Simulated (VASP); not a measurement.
Band gaps of TePb2Se (space group R-3m) from VASP (PAW), without and with spin-orbit coupling. Semilocal levels are at their own relaxed cell, hybrids and mBJ at PBE's; 0.00 means no gap at that level. Unless said otherwise, spin-orbit coupling is left out, though it shifts the bands of the heavy elements here.

The cell of the PBEsol run:

```
CELL_PARAMETERS angstrom
      2.21632     1.27959     7.23134
     -2.21632     1.27959     7.23134
      0.00000    -2.55918     7.23134
ATOMIC_POSITIONS crystal
  Te 0.50000 0.50000 0.50000
  Pb 0.74468 0.74468 0.74468
  Pb 0.25532 0.25532 0.25532
  Se 0.00000 0.00000 0.00000
```

| level | gap without SOC (eV) | gap with SOC (eV) | shift (eV) |
|---|---|---|---|
| PBEsol | 0.41 | ? | ? |

What belongs in the gaps?

- PBEsol, gap with SOC (eV): 0.04
- PBEsol, shift (eV): -0.37

Only levels that ran to the end are used. Left out are those held back, those with too coarse a band path, GW runs whose mesh misses a band edge, hybrids' fits of cells that aren't cubic and levels without matching references; a question may draw on a part of the rest.

The structure comes from a computed database's TePb2Se entry (R-3m); how it stands against other phases isn't given here. It was relaxed first. Symmetry was kept, so distortions that lower it aren't found.
